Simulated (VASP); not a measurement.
An input for Quantum ESPRESSO's pw.x (written as the equivalent of a VASP run, and not itself run):

```
&CONTROL
  calculation = 'scf'
  pseudo_dir = './pseudo'
  outdir = './out'
  tprnfor = .true.
  tstress = .true.
/
&SYSTEM
  ibrav = 0
  nat = 5
  ntyp = 2
  ecutwfc = 86
  occupations = 'smearing'
  smearing = 'gaussian'
  degauss = 0.003675
  input_dft = 'pbe'
/
&ELECTRONS
  conv_thr = 7.3e-08
  electron_maxstep = 100
/
ATOMIC_SPECIES
  Bi 208.980 Bi.upf
  Se 78.971 Se.upf
CELL_PARAMETERS angstrom
     4.1797444   -0.0000000    0.0000000
    -2.0898722    3.6197654    0.0000000
     0.0000000    0.0000000   22.0997929
ATOMIC_POSITIONS crystal
  Bi   0.3333330  0.6666670  0.4118391
  Bi   0.0000000  1.0000000  0.5881609
  Se   1.0000000  0.0000000  0.3409575
  Se   0.6666670  0.3333330  0.5000000
  Se   0.3333330  0.6666670  0.6590425
K_POINTS automatic
  4 4 1 0 0 0
```

### Question
Write the VASP files for the same calculation (PBE).

### Answer
One answer among several that fit: 
KPOINTS:
```
K-points
0
gamma
  4 4 1
```

File POSCAR:
```
Bi2Se3
44.1995860
  0.0945652380   0.0000000000   0.0000000000
 -0.0472826190   0.0818959124   0.0000000000
  0.0000000000   0.0000000000   0.4999999969
Bi Se
2 3
Cart
 -0.0000000473   0.0545973022   0.2059195470
 -0.0472826190   0.0818959124   0.2940804499
  0.0945652380   0.0000000000   0.1704787622
  0.0472826663   0.0272986102   0.2499999985
 -0.0000000473   0.0545973022   0.3295212348
```

INCAR:
```
SYSTEM = Bi2Se3
PREC = Accurate
ENCUT = 400
EDIFF = 1E-6
NELM = 100
ALGO = Normal
LREAL = .FALSE.
LASPH = .TRUE.
ISMEAR = 0
SIGMA = 0.05
GGA = PE
LMAXMIX = 4
LWAVE = .TRUE.
LCHARG = .FALSE.
```

POTCAR, in this order: Bi_d Se (PBE.64 set). Program: vasp_std.

The two are equivalent in intent, not identical: the potentials are each code's own (VASP's PAW set, PseudoDojo norm-conserving files in pw.x), so ENCUT and ecutwfc are chosen apart and not converted; conv_thr bounds pw.x's estimated SCF error, while EDIFF bounds the energy change between steps.

The cell is a sheet with vacuum, built from a generated structure.
